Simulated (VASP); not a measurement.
An input for Ansatz (written as the equivalent of a VASP run, and not itself run):

Ansatz 0.2 input:
```yaml
crystal:
  lattice:
    - [0.0000000, 1.9450000, 1.9450000]
    - [1.9450000, 0.0000000, 1.9450000]
    - [1.9450000, 1.9450000, 0.0000000]
  atoms:
    - { symbol: Pd, position: [0.0000000, 0.0000000, 0.0000000] }
kpoints:
  mp_grid: { grid: [14, 14, 14] }
hamiltonian:
  xc: r2scan
  pseudopotentials: { kind: paw }
scf:
  occupations: { method: methfessel_paxton, width: 0.1 }
  max_iter: 100
relax:
  max_steps: 60
  f_tol: 0.01
  cell: {}
output: { forces: true, stress: true, eigenvalues: true }
```

Task: Write the VASP files for the same calculation (r2SCAN).

Result: One answer among several that fit: 
POSCAR:
```
Pd
1
    0.0000000000     1.9450000000     1.9450000000
    1.9450000000     0.0000000000     1.9450000000
    1.9450000000     1.9450000000     0.0000000000
Pd
1
Direct
  0.0000000000   0.0000000000   0.0000000000
```

**KPOINTS**
```
Automatic
0
G
14 14 14
0 0 0
```

INCAR:
```
ALGO=Normal
EDIFF=1E-6
EDIFFG=-0.01
ENCUT=400
IBRION=2
ISIF=3
ISMEAR=1
LASPH=.TRUE.
LCHARG=.FALSE.
LMAXMIX=4
LMIXTAU=.TRUE.
LREAL=.FALSE.
LWAVE=.FALSE.
METAGGA=R2SCAN
NELM=100
NSW=60
PREC=Accurate
SIGMA=0.1
SYSTEM=Pd
```

POTCAR, in this order: Pd (PBE.64 set). Program: vasp_std.

Limits of the translation: each code has its own PAW files, so the cut-off isn't converted (ENCUT is set for VASP's; basis.ecutwfc is left out, and Ansatz then takes the one that its files recommend); Ansatz stops its SCF on the density residual and VASP on the energy change (EDIFF).

The compound is Pd in the fcc structure. This run relaxes it. Symmetry was kept, so distortions that lower it aren't found.
